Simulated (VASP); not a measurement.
These are modified Becke-Johnson potential (mBJ) with spin-orbit coupling, VASP's PBE PAW potentials (set 64) (plane waves; VASP) values and carry that method's errors.

The input files of a VASP run:

KPOINTS_OPT:
```
k-points along high-symmetry lines
7
Line-mode
Reciprocal
  0.000000   0.000000   0.000000 ! GAMMA
  0.000000   0.500000   0.000000 ! M

  0.000000   0.500000   0.000000 ! M
 -0.333333   0.666667   0.000000 ! K

 -0.333333   0.666667   0.000000 ! K
  0.000000   0.000000   0.000000 ! GAMMA

  0.000000   0.000000   0.000000 ! GAMMA
  0.000000   0.000000   0.500000 ! A

  0.000000   0.000000   0.500000 ! A
  0.000000   0.500000   0.500000 ! L

  0.000000   0.500000   0.500000 ! L
 -0.333333   0.666667   0.500000 ! H

 -0.333333   0.666667   0.500000 ! H
  0.000000   0.000000   0.500000 ! A

  0.000000   0.500000   0.500000 ! L
  0.000000   0.500000   0.000000 ! M

 -0.333333   0.666667   0.500000 ! H
 -0.333333   0.666667   0.000000 ! K
```

**KPOINTS**
```
Automatic mesh
0
G
6 6 4
0 0 0
```

**INCAR**
```
! general
SYSTEM     = GaN
PREC       = Accurate
ENCUT      = 450   ! plane-wave cut-off (eV)
LREAL      = F   ! projection in real space or not
LASPH      = T   ! aspherical one-centre terms

! electronic loop
EDIFF      = 1E-6   ! SCF stop (eV)
NELM       = 200   ! most electronic steps
ALGO       = Normal
LMAXMIX    = 4   ! l cut-off of mixed one-centre charges
LMIXTAU    = T

! smearing
ISMEAR     = 0
SIGMA      = 0.05

! functional
METAGGA    = MBJ
GGA_COMPAT = F

! spin
MAGMOM     = 12*0
LSORBIT    = T

! ions
ISIF       = 0

! output
LWAVE      = F
LCHARG     = F
```

### POSCAR
```
GaN
10.4729530
  0.1534740998  -0.2658249347   0.0000000000
  0.1534740998   0.2658249347   0.0000000000
  0.0000000000   0.0000000000   0.5000000032
Ga N
2 2
Cartesian
  0.1534740998  -0.0886084888   0.2500424929
  0.1534740998   0.0886084888   0.0000424914
  0.1534740998  -0.0886084888   0.4384575114
  0.1534740998   0.0886084888   0.1884575098
```

POTCAR, in this order: Ga_d N (PBE.64 set). Program: vasp_ncl. Read from the step before: WAVECAR.

### Question
What will the output report for the number of irreducible k-points (NKPTS), largest plane-wave count, number of space-group operations, FFT grid (NGX, NGY, NGZ)?

### Answer

The number of irreducible k-points (NKPTS) comes out as 28 and the largest plane-wave count is 2078. The number of space-group operations comes out as 12. The FFT grid (NGX, NGY, NGZ) comes out as 24 × 24 × 36.

The compound is GaN in the wurtzite structure. It was relaxed first. The cell's shape comes from a PBE relaxation.
